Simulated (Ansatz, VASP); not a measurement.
# Cross-check of Mo (Mo(100), 7 layers) between VASP and Ansatz

Aim: how closely do two programs agree when they are given the same cell, functional and k mesh? Of the first pair: The structure shown is the start of the Ansatz relaxation below; VASP solves that cell, so the two are compared at the walk's first step.

Program: Ansatz 0.2.0. Level of theory: plane waves, with VASP 6.6.1 beside it; single point at PBE. Results are calculated unless marked as measured.

## (1) The structure

The cell holds 7 atoms: 7 Mo. Its edges and angles: a = 3.150 Å, b = 3.150 Å, c = 25.450 Å, α = 90.0°, β = 90.0°, γ = 90.0°. Vacuum lies along c.

## (2) Ansatz: relaxation, PBE

Ansatz runs on its default PAW (the set named soft_2) files.

The two programs are compared at the cell with which this relaxation starts, whose forces are those of its first step.

The input, input.yaml:

```yaml
crystal:
  lattice:
    - [3.15, 0.0, 0.0]
    - [0.0, 3.15, 0.0]
    - [0.0, 0.0, 25.45]
  atoms:
    - { symbol: Mo, position: [0.0, 0.0, 0.3143418468] }
    - { symbol: Mo, position: [0.5, 0.5, 0.3762278978] }
    - { symbol: Mo, position: [0.0, 0.0, 0.4381139489] }
    - { symbol: Mo, position: [0.5, 0.5, 0.5] }
    - { symbol: Mo, position: [0.0, 0.0, 0.5618860511] }
    - { symbol: Mo, position: [0.5, 0.5, 0.6237721022] }
    - { symbol: Mo, position: [0.0, 0.0, 0.6856581532] }
kpoints:
  mp_grid: { grid: [8, 8, 1] }
hamiltonian:
  xc: pbe
scf:
  occupations: { method: fermi_dirac, width: 0.1 }
  convergence: { dr2_threshold: 1.0e-08 }
efield:
  axis: 3
  dipole_correction: true
  ramp_position: 0.97
  ramp_width: 0.04
relax:
  f_tol: 0.01
  constraints: [{ sites: [2, 3, 4] }]
output:
  write_potential: true
  write_density: true
  volumetric_format: npy
```

Run with:

```console
$ ansatz run input.yaml --threads 4 --pin off --max-ram 8192MiB --backend cpu --events-out ev --progress --plain --runs-dir out
```

Numbers of over 12 decimals in the logs are rounded to 6 here.

What it wrote:

```text
Engine: ansatz 0.2.0, aarch64-unknown-linux-gnu
Pseudopotentials: kind: paw
Pseudopotential: Mo, paw, valence charge 14, recommended cutoff 420 eV (normal), Mo.paw.azcp
Functional definition: PBE
  parameter kappa = 0.804
  parameter beta = 0.066725
  exchange = pbe_x(kappa = kappa, mu = beta*pi^2/3)
  correlation = pbe_c(beta = beta)
Crystal: 7 atoms, lattice volume = 252.528 Å³
Basis set: ecut = 420 eV, 4957 PW (Γ), exchange–correlation on 48×48×360 points (8 copies of the dense FFT grid, shifted against one another)
Bands: 59, of which v1, the nominal top of the filled ones, is band 49 counted from 1 (48 counted from 0)
Symmetry: 8 space group operations
k-points: 15 of 64
Non-local potential: Mo, projectors of the file, l = 0: 3, l = 1: 2, l = 2: 2, l = 3: 1
PAW form: soft (Blöchl's): semilocal exchange-correlation on the pseudo side does not see the compensation charge
PAW one-centre angular grid: Mo, 590 points (default); XC on 64 Gauss nodes
Initial density: superposition of atomic densities (neutral atoms: chi_scale 0, normalization atom), corrected by the library's trained network
Initial wavefunctions: pseudopotential atomic-orbital guess
Functional: x = pbe(κ = 0.804, μ = 0.219515), c = pbe(β = 0.066725)
SCF iter   1: F=—  HF=-34688.021322 eV  |F-HF|=—  |Δ(HF+E_count)|=         —  Δρ=8.59e-3  dr2=1.09e0  ethr=1.77e-3  p=-0.001 e·Å  D=-4.08e-4 V/Å  ΔV_dip=0.01 eV  dr2_dipole=8.31e-4  V_vac-E_F(+/−)=4.04/4.03 eV  ⟨swp⟩=8.2  Hψ=4150  notcnv=0
efield: sawtooth ramp at fractional position 0.9700 (set: `efield.ramp_position`, or a place that a band, a saddle search or an elastic batch's reference lends), width 0.0400; the density the first Hamiltonian is built on has a dipole p = -0.001 e·Å; the dipole correction subtracts the counter field D = -4.08e-4 V/Å, which shifts the + side's vacuum level by +0.01 eV against the − side's; the planar-averaged density in the ramp window peaks in size at 1.3e-5 e/Å³
preconditioner: auto → LDOS  [metal: Δε(μ)=0.073 eV  Ē_g=3.728 eV  σ=0.100 eV  W_gap=0.18  n_scr=54 (ndim 8)  ℏωp=15.1 eV  f_vac=0.489  D(μ)=6.33/eV (n_scr^D=44)  β→1.0]
SCF iter   2: F=—  HF=-34687.990355 eV  |F-HF|=—  |Δ(HF+E_count)|=   3.10e-2  Δρ=5.31e-3  dr2=1.43e-1  ethr=1.11e-3  p=-0.000 e·Å  D=-3.31e-6 V/Å  ΔV_dip=0.00 eV  dr2_dipole=4.78e-5  V_vac-E_F(+/−)=3.97/3.97 eV  ⟨swp⟩=2.1  Hψ=1144  notcnv=0
SCF iter   3: F=—  HF=-34687.982750 eV  |F-HF|=—  |Δ(HF+E_count)|=   7.61e-3  Δρ=3.06e-3  dr2=5.30e-2  ethr=1.46e-4  p=-0.000 e·Å  D=-2.25e-5 V/Å  ΔV_dip=0.00 eV  dr2_dipole=3.64e-7  V_vac-E_F(+/−)=3.97/3.97 eV  ⟨swp⟩=2.1  Hψ=1331  notcnv=0
SCF iter   4: F=—  HF=-34687.977860 eV  |F-HF|=—  |Δ(HF+E_count)|=   4.89e-3  Δρ=3.08e-4  dr2=5.60e-4  ethr=5.41e-5  p=-0.000 e·Å  D=-1.70e-5 V/Å  ΔV_dip=0.00 eV  dr2_dipole=2.81e-10  V_vac-E_F(+/−)=3.97/3.97 eV  ⟨swp⟩=2.0  Hψ=1099  notcnv=0
SCF iter   5: F=—  HF=-34687.977984 eV  |F-HF|=—  |Δ(HF+E_count)|=   1.24e-4  Δρ=1.55e-4  dr2=1.30e-4  ethr=5.72e-7  p=-0.000 e·Å  D=-5.62e-6 V/Å  ΔV_dip=0.00 eV  dr2_dipole=3.58e-8  V_vac-E_F(+/−)=3.97/3.97 eV  ⟨swp⟩=3.0  Hψ=1442  notcnv=0
SCF iter   6: F=—  HF=-34687.977990 eV  |F-HF|=—  |Δ(HF+E_count)|=   6.23e-6  Δρ=5.71e-5  dr2=1.75e-5  ethr=1.32e-7  p=-0.000 e·Å  D=-2.24e-6 V/Å  ΔV_dip=0.00 eV  dr2_dipole=1.08e-8  V_vac-E_F(+/−)=3.97/3.97 eV  ⟨swp⟩=2.0  Hψ=1109  notcnv=0
SCF iter   7: F=—  HF=-34687.978014 eV  |F-HF|=—  |Δ(HF+E_count)|=   2.33e-5  Δρ=1.98e-5  dr2=1.69e-6  ethr=1.79e-8  p=-0.000 e·Å  D=-3.75e-7 V/Å  ΔV_dip=0.00 eV  dr2_dipole=6.21e-10  V_vac-E_F(+/−)=3.97/3.97 eV  ⟨swp⟩=2.2  Hψ=1193  notcnv=0
SCF iter   8: F=—  HF=-34687.978126 eV  |F-HF|=—  |Δ(HF+E_count)|=   1.12e-4  Δρ=6.90e-6  dr2=3.93e-7  ethr=1.72e-9  p=0.000 e·Å  D=5.23e-7 V/Å  ΔV_dip=-0.00 eV  dr2_dipole=3.26e-10  V_vac-E_F(+/−)=3.97/3.97 eV  ⟨swp⟩=2.6  Hψ=1526  notcnv=0
SCF iter   9: F=—  HF=-34687.978126 eV  |F-HF|=—  |Δ(HF+E_count)|=   1.15e-7  Δρ=2.50e-6  dr2=3.94e-8  ethr=4.01e-10  p=0.000 e·Å  D=1.27e-6 V/Å  ΔV_dip=-0.00 eV  dr2_dipole=1.70e-11  V_vac-E_F(+/−)=3.97/3.97 eV  ⟨swp⟩=2.4  Hψ=1303  notcnv=0
SCF iter  10: F=-34687.978126 eV  HF=-34687.978126 eV  |F-HF|=2.98e-10  |Δ(HF+E_count)|=   1.03e-8  Δρ=9.12e-7  dr2=7.39e-9  ethr=1.02e-11  p=0.000 e·Å  D=1.56e-6 V/Å  ΔV_dip=-0.00 eV  dr2_dipole=2.68e-13  V_vac-E_F(+/−)=3.97/3.97 eV  ⟨swp⟩=10.8  Hψ=6507  notcnv=0
SCF 1 converged in 10 iterations: F = -34687.978126 eV  dr2 = 7.39e-9
  greatest PAW one-centre occupation: 0.998 electrons in one spin orbital (limit 2), on the Mo atom at site 0 (counted from 0), in its partial waves of l = 0
relax step   1: F+E_penalty+E_count = -34687.97812620 eV  Δ(F+E_penalty+E_count) = +0.000e0 eV  max|allowed force component| = 1.397e0 eV/Å  Δτ_max = 0.0000 Å  (10 SCF iters, accepted)
Initial density: handed on by an earlier stage of this run
Initial wavefunctions: those handed on with the density
[...]
preconditioner: auto → LDOS  [metal: Δε(μ)=0.014 eV  Ē_g=3.856 eV  σ=0.100 eV  W_gap=0.04  n_scr=54 (ndim 8)  ℏωp=15.1 eV  f_vac=0.501  D(μ)=6.62/eV (n_scr^D=44)  β→1.0]
SCF iter   2: F=—  HF=-34688.234908 eV  |F-HF|=—  |Δ(HF+E_count)|=   4.69e-5  Δρ=3.93e-4  dr2=1.05e-3  ethr=2.83e-6  p=-0.000 e·Å  D=-4.89e-6 V/Å  ΔV_dip=0.00 eV  dr2_dipole=3.02e-7  V_vac-E_F(+/−)=3.92/3.92 eV  ⟨swp⟩=1.4  Hψ=1046  notcnv=0
SCF iter   3: F=—  HF=-34688.234832 eV  |F-HF|=—  |Δ(HF+E_count)|=   7.61e-5  Δρ=1.60e-4  dr2=1.94e-4  ethr=1.07e-6  p=-0.000 e·Å  D=-2.19e-6 V/Å  ΔV_dip=0.00 eV  dr2_dipole=6.10e-8  V_vac-E_F(+/−)=3.92/3.92 eV  ⟨swp⟩=2.0  Hψ=1151  notcnv=0
SCF iter   4: F=—  HF=-34688.234815 eV  |F-HF|=—  |Δ(HF+E_count)|=   1.61e-5  Δρ=2.06e-5  dr2=2.18e-6  ethr=1.98e-7  p=-0.000 e·Å  D=-9.32e-7 V/Å  ΔV_dip=0.00 eV  dr2_dipole=1.05e-8  V_vac-E_F(+/−)=3.92/3.92 eV  ⟨swp⟩=2.1  Hψ=1204  notcnv=0
SCF iter   5: F=—  HF=-34688.234941 eV  |F-HF|=—  |Δ(HF+E_count)|=   1.25e-4  Δρ=1.32e-5  dr2=1.24e-6  ethr=2.23e-9  p=-0.000 e·Å  D=-3.02e-7 V/Å  ΔV_dip=0.00 eV  dr2_dipole=1.98e-9  V_vac-E_F(+/−)=3.92/3.92 eV  ⟨swp⟩=3.0  Hψ=1466  notcnv=0
SCF iter   6: F=—  HF=-34688.234941 eV  |F-HF|=—  |Δ(HF+E_count)|=   6.10e-8  Δρ=4.38e-6  dr2=1.39e-7  ethr=1.26e-9  p=0.000 e·Å  D=1.95e-7 V/Å  ΔV_dip=-0.00 eV  dr2_dipole=4.74e-11  V_vac-E_F(+/−)=3.92/3.92 eV  ⟨swp⟩=1.9  Hψ=1060  notcnv=0
SCF iter   7: F=—  HF=-34688.234941 eV  |F-HF|=—  |Δ(HF+E_count)|=   1.43e-8  Δρ=1.45e-6  dr2=1.81e-8  ethr=1.41e-10  p=0.000 e·Å  D=5.01e-7 V/Å  ΔV_dip=-0.00 eV  dr2_dipole=5.37e-11  V_vac-E_F(+/−)=3.92/3.92 eV  ⟨swp⟩=2.1  Hψ=1316  notcnv=0
SCF iter   8: F=-34688.234941 eV  HF=-34688.234941 eV  |F-HF|=4.73e-9  |Δ(HF+E_count)|=   4.53e-9  Δρ=8.03e-7  dr2=5.46e-9  ethr=1.02e-11  p=0.000 e·Å  D=5.57e-7 V/Å  ΔV_dip=-0.00 eV  dr2_dipole=3.05e-12  V_vac-E_F(+/−)=3.92/3.92 eV  ⟨swp⟩=9.5  Hψ=5886  notcnv=0
SCF 4 converged in 8 iterations: F = -34688.234941 eV  dr2 = 5.46e-9
relax step   4: F+E_penalty+E_count = -34688.23494075 eV  Δ(F+E_penalty+E_count) = -1.893e-4 eV  max|allowed force component| = 6.469e-3 eV/Å  Δτ_max = 0.0056 Å  (8 SCF iters, accepted)
NSCF: frozen V_eff on 15 k-points
the band table was solved once a step of the walk had ended and its energy, with any forces and stress, was formed, with the checks that follow a solve (3730 applications of the Hamiltonian). They found nothing against the state; the energy, forces and stress were not computed again (output.eigenvalues in the input reference)
WARN: The output density's exchange-correlation potential varies sharply where the density is thin. Do not read a vacuum level from v_tot or v_xc, or from such a field of the output density. On a cell that repeats whose density bears no net charge and no dipole along the vacuum's axis use v_es (v_loc + v_h of the components); under efield.dipole_correction with no amplitude use v_es + v_field, which holds any externa [...]
SCF converged after 8 iterations
Free energy (F): -34688.234941 eV
Harris-Foulkes:  -34688.234941 eV  (|F-HF|=4.73e-9)
Internal energy: -34688.017113 eV  (E = F + TS)
E sigma→0 (E₀):  -34688.126027 eV
Entropy (-TS):   -0.217827 eV (-31.118 meV/atom)
Fermi energy:    6.947105 eV
Dipole field:    D = -0.000002 V/Å  (p = -0.000002 e·Å, saw-weighted, corrected)
Work function:   Φ+ = 3.9153 eV   Φ− = 3.9153 eV
Levels:          The Fermi level and band energies are counted from a zero that moves with the ramp; work functions are not
--- Per-component energies (eV) ---
  E_band       = -1747.272591
  E_kinetic    = 3083.308879
  E_local      = -127823.423743  (includes V_loc(G=0)·N_el)
  E_nonlocal   = 1004.012625
  E_hartree    = 62297.873761
  E_xc         = -1280.351113
  E_vxc        = -1597.479956  (∫ρ·V_xc dr)
  E_paw        = -22410.071688  (= ΣΔE_a)
  E_vpaw       = -1009.416709  (= ΣTr[D̂ρ^β])
  E_aug_tail   = 0.000298  (compensation charges beyond the density's cutoff)
  E_efield     = 0.000000  (sawtooth field / dipole correction)
  E_vefield    = 0.000038  (∫n·V_field dr)
  E_ewald      = 50440.633868
  E_smearing   = -0.217827  (= −TS)
  E_closure    = 0.000000  (closes the sum)
  Σ components = -34688.234941   (vs F -34688.234941, Δ=0.00e0)
--- Forces (eV/Å), atoms counted from 1 ---
  atom   1  Mo     0.00000000     0.00000000     0.00405097
  atom   2  Mo     0.00000000     0.00000000     0.00646468
  atom   3  Mo    -0.00000000    -0.00000000    -0.10268886
  atom   4  Mo     0.00000000     0.00000000     0.00000314
  atom   5  Mo     0.00000000     0.00000000     0.10269380
  atom   6  Mo    -0.00000000    -0.00000000    -0.00646931
  atom   7  Mo    -0.00000000    -0.00000000    -0.00405310
  max |Σ_I F_I| component: 1.32e-6 eV/Å
--- Band table (eV; the first three rows and the last of 15) ---
  k-point 0: bands = [... 45 lower, 6.2513, 6.2513, 6.2988, 6.7724, 6.7724, 6.8511, 6.9310, 6.9414, ... 6 higher]
  k-point 1: bands = [... 45 lower, 6.3802, 6.3810, 6.4313, 6.4692, 6.9781, 6.9953, 7.3309, 7.4783, ... 6 higher]
  k-point 2: bands = [... 45 lower, 5.9641, 6.1115, 6.2790, 6.3034, 7.4267, 7.4392, 7.4462, 7.7252, ... 6 higher]
  k-point 14: bands = [... 45 lower, 7.0556, 7.0556, 8.4063, 8.4410, 8.8812, 8.9859, 9.0769, 9.0881, ... 6 higher]
--- Relaxed structure (4 steps of the walk, 4 accepted, 0 SCFs on fresh bases) ---
  F+E_penalty+E_count = -34688.23494075 eV   max|allowed force component| = 6.469e-3 eV/Å
  atoms:
    - { symbol: Mo, position: [7.858936057384873e-18, 0, 0.319348] }
    - { symbol: Mo, position: [0.500000, 0.500000, 0.374509] }
    - { symbol: Mo, position: [0.0, 0.0, 0.438114] }
    - { symbol: Mo, position: [0.500000, 0.500000, 0.5] }
    - { symbol: Mo, position: [0.0, 0.0, 0.5618860511] }
    - { symbol: Mo, position: [0.500000, 0.500000, 0.625491] }
    - { symbol: Mo, position: [-7.858892047150167e-18, 0, 0.680652] }
```

[end of part 1 of 2]

[Lines on the potential files, build, host, timing and source positions are cut from VASP's logs without a mark.]

[Logs are printed without paths, hosts, clocks, repeated set-up lines and the standing remarks that a program may print on its own settings, such as how far it seeks lower states.]

[Hosts, paths, dates, database ids (printed as entryN), source tags and the programs' standing remarks are cut or masked in the printed files.]
